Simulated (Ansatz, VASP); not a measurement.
# Ga2O3: VASP beside Ansatz, part 2 of 2

Aim: how closely do two programs agree when they are given the same cell, functional and k mesh? The structure shown is frame 158 of Ansatz's trajectory.

VASP 6.6.1 and Ansatz 0.2.0.

So far: Set-up; Ansatz: dynamics, PBE.

## (3) VASP: single point, PBE

Level of this step: PBE; plane waves and PAW (Ga_d, O) (VASP).

The same cell, functional, mesh and smearing now go to VASP, with its own data sets.

Lines of VASP's logs that name or quote its potential files are left out, and so is its time.

Contents of INCAR:

```
SYSTEM = Ga2O3
PREC = Accurate
ENCUT = 520
EDIFF = 1E-06
NELM = 120
ISMEAR = -1
SIGMA = 0.078
LREAL = Auto
ALGO = Normal
GGA = PE
NBANDS = 336
LORBIT = 11
LWAVE = .FALSE.
LCHARG = .FALSE.
ISIF = 2
LASPH = .TRUE.
GGA_COMPAT = .FALSE.
EFERMI = MIDGAP
NCORE = 2
```

Contents of POSCAR:

```
Ga2O3
1.0
    8.7203500000      0.0000000000      0.0000000000
    0.0000000000      8.7203500000      0.0000000000
    0.0000000000      0.0000000000      8.7203500000
Ga O
26 39
Direct
    0.8338541458      0.9714862362      0.8564449821
    0.3876793936      0.1297424989      0.5037641838
    0.8567546027      0.6175554880      0.9963418899
    0.5862723400      0.4391108155      0.1155343536
    0.8353678465      0.6872659928      0.6620491150
    0.7830075628      0.0207904499      0.4808866617
    0.0944342830      0.9632411543      0.5957903066
    0.1855659463      0.8215610612      0.9459482704
    0.4392254898      0.4035159139      0.6871398510
    0.1788804348      0.2127666894      0.7717809492
    0.9670827432      0.8936338564      0.1945334763
    0.2920869002      0.4803820948      0.9688945971
    0.4300859484      0.5545419622      0.3993991067
    0.1108097725      0.5679932572      0.6126932979
    0.5058971257      0.8442780393      0.6200324528
    0.5264123573      0.7834662600      0.9342170899
    0.4716668482      0.1109359143      0.9211900898
    0.0214670283      0.3084738571      0.0344596260
    0.7408876937      0.1425172155      0.1525741513
    0.7696136050      0.3433577781      0.8372943747
    0.6960156416      0.7310601065      0.2873164495
    0.0498833189      0.1864604058      0.3568549427
    0.3634257799      0.9131972914      0.2618931580
    0.7597516155      0.3965781190      0.4670340067
    0.1048467091      0.5702867431      0.2516412759
    0.3461902332      0.2769957628      0.2165968109
    0.2811813746      0.1092043324      0.3116503351
    0.8051397020      0.5415264296      0.8083620497
    0.2269518999      0.4568509291      0.7321151101
    0.9776786482      0.2789796281      0.8256434661
    0.4547753244      0.6262936694      0.6124410144
    0.0944801527      0.3518666109      0.2327658867
    0.8000710981      0.4003853056      0.0410878004
    0.3000452963      0.9384715063      0.5214813626
    0.6457653649      0.6599276405      0.0725200250
    0.6292866685      0.4821480789      0.3237828757
    0.0347921815      0.7594993320      0.6752825288
    0.1561405219      0.0011295418      0.8219050841
    0.1110276537      0.1945908134      0.5565487624
    0.3362823740      0.6819336380      0.9319809411
    0.4461518173      0.9290911489      0.8015503965
    0.6907062217      0.1022321352      0.9241830890
    0.8919825466      0.6451575912      0.2224337326
    0.3925645186      0.3421307631      0.4623438279
    0.5607458416      0.0280608003      0.4997276485
    0.3438279427      0.4993262885      0.1961618513
    0.2113676630      0.6202962037      0.4343174299
    0.9026128538      0.5248069172      0.5192452138
    0.9485284421      0.1166581617      0.0899390506
    0.1844192034      0.8272489063      0.1552116601
    0.6931602516      0.8173869168      0.7948648850
    0.0924274828      0.5286026364      0.0244141577
    0.9329098029      0.8170428939      0.9805799079
    0.5090736037      0.4371728199      0.9149632756
    0.7556692105      0.9586197802      0.2649434942
    0.4732149512      0.7389496981      0.2995751317
    0.7279639005      0.7779848286      0.4951177418
    0.2709065576      0.2461139748      0.9969840660
    0.8238316123      0.2305985425      0.3610634894
    0.8855722534      0.0141393407      0.6553521361
    0.3894683126      0.2080765107      0.7343856611
    0.5414002878      0.2337635531      0.1548217675
    0.6601225868      0.3179918237      0.6458112346
    0.4649813368      0.9421181489      0.0805357583
    0.0095810375      0.9677249193      0.3962570310
```

Contents of KPOINTS:

```
Automatic mesh
0
Gamma
1 1 1
0 0 0
```

Potentials, in the order of the species: Ga_d and O (PBE family, release 64).

The run is started by

```sh
mpirun -np 8 vasp_gam
```

Numbers of over 12 decimals in the logs are rounded to 6 here.

The program printed:

```text
[banner, memory and clock lines left out]
running    8 mpi-ranks, on    1 nodes
[...]
LDA part: xc-table for (Slater+PW92), standard interpolation
 POSCAR, INCAR and KPOINTS ok, starting setup
[...]
entering main loop
       N       E                     dE             d eps       ncg     rms          rms(c)
DAV:   1     0.164378654722E+05    0.16438E+05   -0.20283E+05   688   0.369E+03
DAV:   2     0.388465402805E+04   -0.12553E+05   -0.11855E+05   672   0.106E+03
DAV:   3     0.152700113184E+03   -0.37320E+04   -0.35317E+04   840   0.393E+02
DAV:   4    -0.380787843194E+03   -0.53349E+03   -0.51868E+03   776   0.156E+02
[...]
DAV:  18    -0.370535549042E+03    0.49290E-06   -0.61483E-05   976   0.570E-02    0.518E-03
DAV:  19    -0.370535553520E+03   -0.44773E-05   -0.45804E-05   928   0.230E-02    0.362E-03
DAV:  20    -0.370535553793E+03   -0.27365E-06   -0.65039E-06   552   0.150E-02
   1 F= -.37053555E+03 E0= -.37053532E+03  d E =-.466986E-03
```

Parts of OUTCAR (step 3):

```text
  Total       53.3069108     61.0289650     56.9915718     13.5704792     -1.3342423    -12.8671223
  in kB      128.7930267    147.4500210    137.6954115     32.7871763     -3.2236178    -31.0878196
  external PRESSURE =     137.9794864 kB  Pullay stress =       0.0000000 kB

 POSITION                                       TOTAL-FORCE (eV/Angst)
 -----------------------------------------------------------------------------------
      7.27150      8.47170      7.46850         0.985673     -0.813419     -1.064557
      3.38070      1.13140      4.39300        -1.191697      1.971885      1.831499
      7.47120      5.38530      8.68845        -0.236488     -0.187409      1.325995
      5.11250      3.82920      1.00750         1.113320      2.475480     -0.652293
      7.28470      5.99320      5.77330        -2.098270      0.818414     -1.241077
      6.82810      0.18130      4.19350        -2.086869     -0.614969     -1.372997
      0.82350      8.39980      5.19550         1.156758     -0.904320      1.210986
      1.61820      7.16430      8.24900        -0.664278      1.781222     -1.815107
      3.83020      3.51880      5.99210         2.317959      2.722871     -0.816952
      1.55990      1.85540      6.73020        -1.611762      0.357919     -0.469854
      8.43330      7.79280      1.69640         0.757704     -0.233851     -0.058310
      2.54710      4.18910      8.44910         1.057047      0.129646     -0.895005
      3.75050      4.83580      3.48290        -1.151583      0.971918      1.183722
      0.96630      4.95310      5.34290        -0.570978      0.646838     -1.869814
[...]
-----------------------------------------------------------------------------------
    total drift:                                0.011667     -0.007438     -0.012773

  FREE ENERGIE OF THE ION-ELECTRON SYSTEM (eV)
  ---------------------------------------------------
  free  energy   TOTEN  =      -370.5355537932 eV

  energy  without entropy=     -370.5350868072  energy(sigma->0) =     -370.53532030

[... 3 further parts left out ...]
[key lines of the parts left out:]
E-fermi :   5.6243
```

The run ends at a pressure of 13.80 GPa, with forces up to 3.7 eV/Å.

## (4) Side by side

Known differences besides the potentials themselves: the cutoff is 420 eV in Ansatz and 520 eV in VASP (PREC = Accurate, projectors in real space). Total energies have different zeros and are not compared.

Forces on 8 of the 65 atoms, those with the largest forces and the largest differences (eV/Å; atoms numbered as in POSCAR):

```
atom          Ansatz x, y, z            VASP x, y, z
 Ga2    -1.243, 1.983, 1.798    -1.192, 1.972, 1.831
 Ga4    1.116, 2.451, -0.660    1.113, 2.475, -0.652
 Ga9    2.283, 2.710, -0.829    2.318, 2.723, -0.817
Ga20  -1.024, -2.091, -2.536  -1.052, -2.102, -2.560
Ga25     0.174, 0.610, 0.241     0.182, 0.664, 0.271
 O42    -0.205, 2.567, 1.200    -0.180, 2.585, 1.184
 O45   3.223, -0.902, -0.118   3.204, -0.854, -0.146
 O48     2.898, 1.002, 0.973     2.877, 0.950, 0.932
```

The forces differ by 23 meV/Å r.m.s., which is 2.0 % of the r.m.s. force of 1.111 eV/Å (both taken over all components).

## (5) Summary of results

```json
{
 "r.m.s. force difference (single point, PBE)": "2.0 % of the r.m.s. force"
}
```

The r.m.s. force difference is 2.0 % of the r.m.s. force (single point, PBE), within the 3 % picked in this series as the mark of a large difference. 2 further runs of this series are not shown here. Such differences can come from data sets, numerical settings and the points named under the comparisons, not from the functional's error against experiment.

[Lines on the potential files, build, host, timing and source positions are cut from VASP's logs without a mark.]

[Logs are printed without paths, hosts, clocks, repeated set-up lines and the standing remarks that a program may print on its own settings, such as how far it seeks lower states.]

[Hosts, paths, dates, database ids (printed as entryN), source tags and the programs' standing remarks are cut or masked in the printed files.]
